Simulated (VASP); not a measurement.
Input of a VASP 6.6.1 run:

INCAR

```
PREC = Accurate
ENCUT = 900
EDIFF = 1E-7
ISMEAR = 0
SIGMA = 0.01
LREAL = False
LASPH = True
NELM = 100
ALGO = Normal
ISIF = 2
LWAVE = False
LCHARG = False
GGA = B5
ALDAX = 1.0
AGGAX = 1.0
AGGAC = 1.0
ALDAC = 0.0
IVDW = 13
VDW_S6 = 1.0
VDW_S8 = 2.34076671
VDW_A1 = 0.44488865
VDW_A2 = 4.0933009
NBANDS = 25
```

The input KPOINTS:

```
Automatic mesh
0
Gamma
  1 1 1
```

The input POSCAR:

```
InHCl2O
1.0
   13.0000000000      0.0000000000      0.0000000000
    0.0000000000     13.0000000000      0.0000000000
    0.0000000000      0.0000000000     12.0000000000
O In Cl H
1 1 2 1
Cartesian
    6.0942000600      7.9464000200      5.9721500400
    6.3540999600      6.0033000300      6.0085500000
    8.1645999500      5.1155999700      7.1292500400
    4.8614000500      4.6345999700      4.9387500000
    6.7855999900      8.4074000400      6.4565499600
```

Potentials or basis: VASP PAW PBE potentials, release 64 (O_h, In_d, Cl_h, H_h).

Command:

```sh
$ cat potpaw_PBE.64/O_h/POTCAR potpaw_PBE.64/In_d/POTCAR potpaw_PBE.64/Cl_h/POTCAR potpaw_PBE.64/H_h/POTCAR > POTCAR
$ mpirun -np 1 vasp_gam > vasp.out
```

Task: What does it give for the dispersion energy per atom?

Result: -0.051 eV.

Task: Estimate the largest force.

Result: 0.877 eV/Å.

Task: Predict the gap between the frontier levels.

Result: 4.12 eV.

Forces on the atoms (eV/Å):
```
O   -0.517  0.644 -0.295
In   0.041 -0.285  0.008
Cl   0.540 -0.274  0.335
Cl  -0.451 -0.396 -0.323
H    0.387  0.311  0.274
```

Caveat: the PAW data sets were made with another functional, which shifts forces and pressure a little; spin-orbit coupling is left out, which moves the levels of the heavy elements.
